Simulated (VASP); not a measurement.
VASP runs on CuTe (a trial cell in the zincblende structure, space group F-43m) share one base input (PBE GGA, plane waves, VASP's PBE PAW potentials (set 64)) and change the settings named in each case.

POSCAR:
```
CuTe
1
    0.0000000000     2.8895730000     2.8895730000
    2.8895730000     0.0000000000     2.8895730000
    2.8895730000     2.8895730000     0.0000000000
Te Cu
1 1
Direct
  0.2500000000   0.2500000000   0.2500000000
  0.0000000000   0.0000000000   0.0000000000
```

**KPOINTS**
```
Automatic mesh
0
Gamma
7 7 7
0 0 0
```

**INCAR**
```
SYSTEM = CuTe
PREC = Accurate; ENCUT = 400; LREAL = .False.
LASPH = .True.
EDIFF = 1E-6; NELM = 100; ALGO = Normal
LMAXMIX = 4
ISMEAR = 0; SIGMA = 0.05
GGA = PE
ISIF = 2
LWAVE = .False.; LCHARG = .False.
```

POTCAR, in this order: Te Cu (PBE.64 set). Program: vasp_std.

| change | E(σ→0) (eV/atom) | pressure (GPa) | −TS (eV) |
|---|---|---|---|
| base run | -3.4399 | 3.92 | -0.0028 |
| LDAU = .TRUE., LDAUJ = 0 0, LDAUL = -1 2, LDAUTYPE = 2, LDAUU = 0 1.0 | -3.2584 | 3.80 | -0.0028 |
| LDAU = .TRUE., LDAUJ = 0 0, LDAUL = -1 2, LDAUTYPE = 2, LDAUU = 0 2.0 | -3.0844 | 3.70 | -0.0026 |
| LDAU = .TRUE., LDAUJ = 0 0, LDAUL = -1 2, LDAUTYPE = 2, LDAUU = 0 3.0 | -2.9177 | 3.53 | -0.0025 |
| LDAU = .TRUE., LDAUJ = 0 0, LDAUL = -1 2, LDAUTYPE = 2, LDAUU = 0 4.0 | -2.7587 | [?] | [?] |
| LDAU = .TRUE., LDAUJ = 0 0, LDAUL = -1 2, LDAUTYPE = 2, LDAUU = 0 5.0 | -2.6072 | 3.30 | -0.0020 |
| LDAU = .TRUE., LDAUJ = 0 0, LDAUL = -1 2, LDAUTYPE = 2, LDAUU = 0 6.0 | -2.4634 | 3.20 | -0.0018 |
| LDAU = .TRUE., LDAUJ = 0 0, LDAUL = -1 2, LDAUTYPE = 2, LDAUU = 0 8.0 | -2.1988 | [?] | [?] |
| LDAU = .TRUE., LDAUJ = 0 0, LDAUL = -1 2, LDAUTYPE = 2, LDAUU = 0 5.0, LMAXMIX = 2 | -2.6072 | 3.31 | -0.0020 |

Q: What belongs in the gaps?

A: 
- LDAU = .TRUE., LDAUJ = 0 0, LDAUL = -1 2, LDAUTYPE = 2, LDAUU = 0 8.0, pressure (GPa): 3.01
- LDAU = .TRUE., LDAUJ = 0 0, LDAUL = -1 2, LDAUTYPE = 2, LDAUU = 0 8.0, −TS (eV): -0.0017
- LDAU = .TRUE., LDAUJ = 0 0, LDAUL = -1 2, LDAUTYPE = 2, LDAUU = 0 4.0, pressure (GPa): 3.39
- LDAU = .TRUE., LDAUJ = 0 0, LDAUL = -1 2, LDAUTYPE = 2, LDAUU = 0 4.0, −TS (eV): -0.0022

Energies of different potentials or functionals have different zeros. Unless said otherwise, spin-orbit coupling is left out, though it shifts the bands of the heavy elements here.

Left out are runs that ran out of time, are held back, or changed the cell or the kind of run, fixed moments of cells without a moment, rows past the twelfth, gaps on odd meshes, pressures of charged cells and columns that move by less than the noise.

The structure was generated: CuTe was put into the zincblende type (F-43m), which need not be its known phase. The cell was not relaxed at this level. The electron count is odd and the run is not spin-polarised, which forces a metal.
